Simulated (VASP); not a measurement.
Here is the system:

```xyz
2
Lattice="3.0616 0.0000 0.0000 0.0000 3.0616 0.0000 0.0000 0.0000 3.0616" Properties=species:S:1:pos:R:3 pbc="T T T"
Y      0.0000     0.0000     0.0000
C      1.5308     1.5308     1.5308
```

Method: PBEsol GGA, VASP's PBE PAW potentials (set 64) (plane waves; VASP). Numerical set-up: 520 eV cut-off, 13×13×13 Γ-centred mesh, tetrahedra with Blöchl corrections, potentials Y_sv C.

Q: The job: YC (relaxed from the CsCl type structure, space group Pm-3m), 2 atoms, PBEsol, static run, 520 eV, 13×13×13 Γ-centred mesh. Roughly how much core time does it take on a busy server core?

A: About 20 core-seconds (one run on a shared machine, a rough figure). It had 84 irreducible k-points, 11 bands, up to 788 plane waves and 15 electronic steps.

The structure was generated: YC was put into the CsCl type type (Pm-3m), which need not be its known phase. It was relaxed first, which changed the volume by -31 %.
